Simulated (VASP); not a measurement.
An input for Ansatz (written as the equivalent of a VASP run, and not itself run):

Ansatz 0.2 input:
```yaml
crystal:
  lattice:
    - [-1.4890857, 1.4890857, 1.4890857]
    - [1.4890857, -1.4890857, 1.4890857]
    - [1.4890857, 1.4890857, -1.4890857]
  atoms:
    - { symbol: V, position: [0.0000000, 1.0000000, 0.0000000] }
kpoints:
  mp_grid: { grid: [15, 15, 15] }
hamiltonian:
  xc: r2scan
  pseudopotentials: { kind: paw }
scf:
  occupations: { method: methfessel_paxton, width: 0.1 }
  max_iter: 100
relax:
  max_steps: 60
  f_tol: 0.01
  cell: {}
output: { forces: true, stress: true, eigenvalues: true }
```

Q: Write the VASP files for the same calculation (r2SCAN).

A: One answer among several that fit: 
POSCAR:
```
V
1
   -1.4890856504     1.4890856504     1.4890856504
    1.4890856504    -1.4890856504     1.4890856504
    1.4890856504     1.4890856504    -1.4890856504
V
1
Direct
  0.0000000000   1.0000000000   0.0000000000
```

INCAR:
```
! general
SYSTEM =V
PREC   =Accurate
ENCUT  =400
LREAL  =.FALSE.   ! projection in real space or not
LASPH  =.TRUE.

! electronic loop
EDIFF  =1E-6   ! SCF stop (eV)
NELM   =100   ! most electronic steps
ALGO   =Normal   ! blocked Davidson
LMAXMIX=4
LMIXTAU=.TRUE.

! smearing
ISMEAR =1
SIGMA  =0.1   ! width (eV)

! functional
METAGGA=R2SCAN

! ions
IBRION =2
NSW    =60
ISIF   =3   ! ions, shape and volume
EDIFFG =-0.01   ! ionic stop

! output
LWAVE  =.FALSE.
LCHARG =.FALSE.
```

**KPOINTS**
```
Automatic
0
G
15 15 15
0 0 0
```

POTCAR, in this order: V_sv (PBE.64 set). Program: vasp_std.

What does not carry over: each code has its own PAW files, so the cut-off isn't converted (ENCUT is set for VASP's; basis.ecutwfc is left out, and Ansatz then takes the one that its files recommend); Ansatz stops its SCF on the density residual and VASP on the energy change (EDIFF).

The compound is V in the bcc structure. It was relaxed first, which changed the volume by -5 %. The start is the result of an earlier pass.
